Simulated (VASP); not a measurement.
Level of theory: r2SCAN meta-GGA, VASP's PBE PAW potentials (set 64) (plane waves; VASP).

VASP ran on this input.

POSCAR:
```
TiB2
1
    1.5130117337    -2.6206132217     0.0000000000
    1.5130117337     2.6206132217     0.0000000000
    0.0000000000    -0.0000000000     3.2295490429
Ti B
1 2
Direct
  1.0000000000   0.0000000000   0.0000000000
  0.3333330000   0.6666670000   0.5000000000
  0.6666670000   0.3333330000   0.5000000000
```

INCAR:
```
# general
SYSTEM =TiB2
PREC   =Accurate
ENCUT  =600
LREAL  =F
LASPH  =T

# electronic loop
EDIFF  =1E-7
NELM   =100
ALGO   =Normal
LMAXMIX=4
LMIXTAU=T

# smearing
ISMEAR =1
SIGMA  =0.1

# functional
METAGGA=R2SCAN

# ions
IBRION =2
NSW    =40
ISIF   =3
EDIFFG =-0.01
PSTRESS=200

# output
LWAVE  =F
LCHARG =F
```

File KPOINTS:
```
Regular mesh
0
Gamma
 10 10 10
0 0 0
```

POTCAR, in this order: Ti_sv B (PBE.64 set). Program: vasp_std.

The resulting files:

**OSZICAR**
```
...
DAV:   7    -0.308788009263E+02   -0.50291E-02   -0.20925E-02  2779   0.194E+00    0.210E-01
DAV:   8    -0.308784272730E+02    0.37365E-03   -0.12716E-03  2379   0.447E-01    0.202E-01
DAV:   9    -0.308781407912E+02    0.28648E-03   -0.70134E-04  2619   0.372E-01    0.958E-02
DAV:  10    -0.308772261477E+02    0.91464E-03   -0.11845E-03  2369   0.479E-01    0.111E-02
DAV:  11    -0.308772419348E+02   -0.15787E-04   -0.76102E-05  2549   0.105E-01    0.144E-02
DAV:  12    -0.308772368056E+02    0.51292E-05   -0.21066E-06  2659   0.198E-02    0.143E-02
DAV:  13    -0.308772288197E+02    0.79859E-05   -0.95060E-06  2490   0.394E-02    0.118E-02
DAV:  14    -0.308772257801E+02    0.30395E-05   -0.28681E-06  2814   0.169E-02    0.487E-03
DAV:  15    -0.308772274855E+02   -0.17054E-05   -0.23376E-07  1980   0.569E-03    0.217E-03
DAV:  16    -0.308772262199E+02    0.12656E-05   -0.12858E-07  1741   0.498E-03    0.701E-04
DAV:  17    -0.308772267138E+02   -0.49393E-06   -0.18399E-08  1092   0.155E-03    0.685E-04
DAV:  18    -0.308772264571E+02    0.25673E-06   -0.78440E-09  1092   0.131E-03    0.151E-04
DAV:  19    -0.308772265820E+02   -0.12493E-06   -0.16509E-09  1092   0.592E-04    0.126E-04
DAV:  20    -0.308772265166E+02    0.65425E-07   -0.67903E-10  1092   0.285E-04
   3 F= -.27882067E+02 E0= -.27881702E+02  d E =-.107577E+00
       N       E                     dE             d eps       ncg     rms          rms(c)
DAV:   1    -0.308735882461E+02    0.36383E-02   -0.70671E-03  2339   0.140E+00    0.173E-01
DAV:   2    -0.308732851910E+02    0.30306E-03   -0.15132E-03  2803   0.607E-01    0.302E-02
DAV:   3    -0.308732712255E+02    0.13966E-04   -0.74618E-05  2732   0.101E-01    0.116E-02
DAV:   4    -0.308732788296E+02   -0.76041E-05   -0.31300E-05  2618   0.464E-02    0.634E-03
DAV:   5    -0.308732804099E+02   -0.15802E-05   -0.11084E-05  2592   0.340E-02    0.598E-03
DAV:   6    -0.308732845094E+02   -0.40995E-05   -0.20668E-06  3448   0.130E-02    0.323E-03
DAV:   7    -0.308732863956E+02   -0.18862E-05   -0.23293E-06  2824   0.181E-02    0.245E-03
DAV:   8    -0.308732862571E+02    0.13852E-06   -0.15375E-07  2109   0.446E-03    0.235E-03
DAV:   9    -0.308732870177E+02   -0.76066E-06   -0.92038E-08  1227   0.430E-03    0.168E-03
DAV:  10    -0.308732876244E+02   -0.60669E-06   -0.25587E-07  2169   0.719E-03    0.420E-04
DAV:  11    -0.308732876454E+02   -0.21015E-07   -0.18207E-08  1092   0.156E-03
   4 F= -.27882120E+02 E0= -.27881755E+02  d E =-.107630E+00
       N       E                     dE             d eps       ncg     rms          rms(c)
DAV:   1    -0.308695356091E+02    0.37520E-02   -0.71970E-03  2339   0.141E+00    0.175E-01
DAV:   2    -0.308692263226E+02    0.30929E-03   -0.15410E-03  2795   0.613E-01    0.306E-02
DAV:   3    -0.308692119978E+02    0.14325E-04   -0.76760E-05  2748   0.102E-01    0.117E-02
DAV:   4    -0.308692197386E+02   -0.77407E-05   -0.31691E-05  2618   0.469E-02    0.636E-03
DAV:   5    -0.308692214107E+02   -0.16721E-05   -0.11267E-05  2602   0.341E-02    0.605E-03
DAV:   6    -0.308692255873E+02   -0.41766E-05   -0.21307E-06  3453   0.132E-02    0.327E-03
DAV:   7    -0.308692274485E+02   -0.18612E-05   -0.23716E-06  2841   0.182E-02    0.249E-03
DAV:   8    -0.308692273149E+02    0.13359E-06   -0.15802E-07  2084   0.455E-03    0.238E-03
DAV:   9    -0.308692280609E+02   -0.74607E-06   -0.94804E-08  1235   0.436E-03    0.170E-03
DAV:  10    -0.308692286943E+02   -0.63336E-06   -0.26517E-07  2169   0.735E-03    0.413E-04
DAV:  11    -0.308692287188E+02   -0.24535E-07   -0.18813E-08  1092   0.159E-03
   5 F= -.27882085E+02 E0= -.27881719E+02  d E =-.107594E+00
       N       E                     dE             d eps       ncg     rms          rms(c)
DAV:   1    -0.308704773130E+02   -0.12486E-02   -0.23914E-01  2354   0.814E+00    0.496E-01
DAV:   2    -0.308682467171E+02    0.22306E-02   -0.11809E-02  2184   0.111E+00    0.281E-01
DAV:   3    -0.308675235688E+02    0.72315E-03   -0.22803E-03  2827   0.753E-01    0.420E-02
DAV:   4    -0.308673256404E+02    0.19793E-03   -0.38411E-04  2209   0.283E-01    0.235E-02
DAV:   5    -0.308673705974E+02   -0.44957E-04   -0.46441E-05  2439   0.905E-02    0.109E-02
DAV:   6    -0.308673417115E+02    0.28886E-04   -0.59665E-05  2189   0.116E-01    0.271E-03
DAV:   7    -0.308673371706E+02    0.45409E-05   -0.11547E-05  2264   0.502E-02    0.746E-04
DAV:   8    -0.308673358243E+02    0.13463E-05   -0.19164E-07  2059   0.632E-03    0.451E-04
DAV:   9    -0.308673377355E+02   -0.19112E-05   -0.87828E-08  1532   0.493E-03    0.233E-04
DAV:  10    -0.308673365344E+02    0.12011E-05   -0.34811E-08  1127   0.286E-03    0.679E-05
DAV:  11    -0.308673366076E+02   -0.73252E-07   -0.49688E-09  1097   0.912E-04
   6 F= -.27884089E+02 E0= -.27883812E+02  d E =-.200414E-02
       N       E                     dE             d eps       ncg     rms          rms(c)
DAV:   1    -0.308674732146E+02   -0.13668E-03   -0.25215E-04  2354   0.264E-01    0.162E-02
DAV:   2    -0.308674705371E+02    0.26775E-05   -0.12434E-05  2194   0.364E-02    0.912E-03
DAV:   3    -0.308674699414E+02    0.59566E-06   -0.24061E-06  2825   0.244E-02    0.136E-03
DAV:   4    -0.308674703435E+02   -0.40206E-06   -0.37326E-07  2214   0.887E-03    0.801E-04
DAV:   5    -0.308674699388E+02    0.40467E-06   -0.38206E-08  1217   0.270E-03    0.361E-04
DAV:   6    -0.308674703379E+02   -0.39909E-06   -0.57447E-08  1257   0.371E-03    0.106E-04
DAV:   7    -0.308674701128E+02    0.22514E-06   -0.10525E-08  1092   0.152E-03    0.273E-05
DAV:   8    -0.308674701255E+02   -0.12697E-07   -0.12089E-09  1092   0.433E-04
   7 F= -.27884093E+02 E0= -.27883814E+02  d E =-.200870E-02
       N       E                     dE             d eps       ncg     rms          rms(c)
DAV:   1    -0.308781061252E+02   -0.10636E-01   -0.36704E-02  2354   0.320E+00    0.395E-01
DAV:   2    -0.308765776170E+02    0.15285E-02   -0.80602E-03  2872   0.140E+00    0.694E-02
DAV:   3    -0.308765080881E+02    0.69529E-04   -0.41493E-04  2689   0.233E-01    0.260E-02
DAV:   4    -0.308764949004E+02    0.13188E-04   -0.16047E-04  2797   0.105E-01    0.142E-02
DAV:   5    -0.308765268887E+02   -0.31988E-04   -0.56408E-05  2579   0.749E-02    0.137E-02
DAV:   6    -0.308765271524E+02   -0.26370E-06   -0.11596E-05  3571   0.317E-02    0.720E-03
DAV:   7    -0.308765340683E+02   -0.69160E-05   -0.12087E-05  2694   0.431E-02    0.555E-03
DAV:   8    -0.308765336548E+02    0.41350E-06   -0.87178E-07  2464   0.113E-02    0.523E-03
DAV:   9    -0.308765311630E+02    0.24918E-05   -0.54036E-07  2264   0.990E-03    0.380E-03
DAV:  10    -0.308765286861E+02    0.24769E-05   -0.13717E-06  2364   0.164E-02    0.976E-04
DAV:  11    -0.308765286844E+02    0.16507E-08   -0.11006E-07  1870   0.331E-03
   8 F= -.27884073E+02 E0= -.27883796E+02  d E =0.198437E-04
       N       E                     dE             d eps       ncg     rms          rms(c)
DAV:   1    -0.308720950211E+02    0.44337E-02   -0.10952E-02  2349   0.174E+00    0.214E-01
DAV:   2    -0.308716289966E+02    0.46602E-03   -0.23538E-03  2888   0.761E-01    0.376E-02
DAV:   3    -0.308716084132E+02    0.20583E-04   -0.12038E-04  2702   0.125E-01    0.141E-02
DAV:   4    -0.308716189539E+02   -0.10541E-04   -0.47099E-05  2794   0.565E-02    0.780E-03
DAV:   5    -0.308716218082E+02   -0.28543E-05   -0.16665E-05  2574   0.410E-02    0.744E-03
DAV:   6    -0.308716280012E+02   -0.61931E-05   -0.33850E-06  3526   0.171E-02    0.380E-03
DAV:   7    -0.308716302114E+02   -0.22102E-05   -0.34627E-06  2749   0.230E-02    0.298E-03
DAV:   8    -0.308716300384E+02    0.17306E-06   -0.24435E-07  2227   0.598E-03    0.279E-03
DAV:   9    -0.308716309445E+02   -0.90610E-06   -0.15798E-07  1784   0.545E-03    0.201E-03
DAV:  10    -0.308716316696E+02   -0.72513E-06   -0.35536E-07  2294   0.838E-03    0.524E-04
DAV:  11    -0.308716316860E+02   -0.16455E-07   -0.24992E-08  1097   0.165E-03
   9 F= -.27884142E+02 E0= -.27883863E+02  d E =-.484706E-04
```

### OUTCAR
```
------------------------ aborting loop because EDIFF is reached ----------------------------------------
  FORCE on cell =-STRESS in cart. coord.  units (eV):
  Direction    XX          YY          ZZ          XY          YZ          ZX
  --------------------------------------------------------------------------------------
  Total        2.9887404      2.9887404      2.9885606      0.0000000     -0.0000000      0.0000000
  in kB      200.0837092    200.0837138    200.0716753      0.0000000     -0.0000000      0.0000000
  external PRESSURE =       0.0796994 kB  Pullay stress =     200.0000000 kB
  volume of cell :       23.93
      direct lattice vectors                 reciprocal lattice vectors
     1.483932407 -2.570246354  0.000000000     0.336942571 -0.194533882 -0.000000000
     1.483932407  2.570246354 -0.000000000     0.336942571  0.194533882 -0.000000000
     0.000000000 -0.000000000  3.137387583    -0.000000000  0.000000000  0.318736520
 POSITION                                       TOTAL-FORCE (eV/Angst)
 -----------------------------------------------------------------------------------
      0.00000     -0.00000      0.00000        -0.000000     -0.000000      0.000000
      1.48393      0.85675      1.56869        -0.000000      0.000000      0.000000
      1.48393     -0.85675      1.56869         0.000000     -0.000000     -0.000000
 -----------------------------------------------------------------------------------
    total drift:                                0.000000     -0.000000      0.000000
  FREE ENERGIE OF THE ION-ELECTRON SYSTEM (eV)
  ---------------------------------------------------
  free  energy   TOTEN  =       -30.8716316860 eV

  energy  without entropy=      -30.8707952965  energy(sigma->0) =      -30.87135289
  enthalpy is  TOTEN    =       -27.8841417324 eV   P V=        2.9874899536

 reached required accuracy - stopping structural energy minimisation
```
(Selected blocks of OUTCAR.)

### CONTCAR
```
TiB2
   1.00000000000000
     1.4839324073445088   -2.5702463539496492    0.0000000000000000
     1.4839324073445088    2.5702463539496492   -0.0000000000000000
     0.0000000000000000   -0.0000000000000000    3.1373875831479676
  Ti              B
     1     2
Direct
     0.0000000000000000    0.0000000000000000    0.0000000000000000
     0.3333330000000032    0.6666669999999968    0.5000000000000000
     0.6666669999999968    0.3333330000000032    0.5000000000000000
```

Energy and stress use the plane-wave basis of the starting cell.

The compound is TiB2 in the AlB2 type structure. This run relaxes it under an external pressure of 20 GPa. Symmetry was kept, so distortions that lower it aren't found.
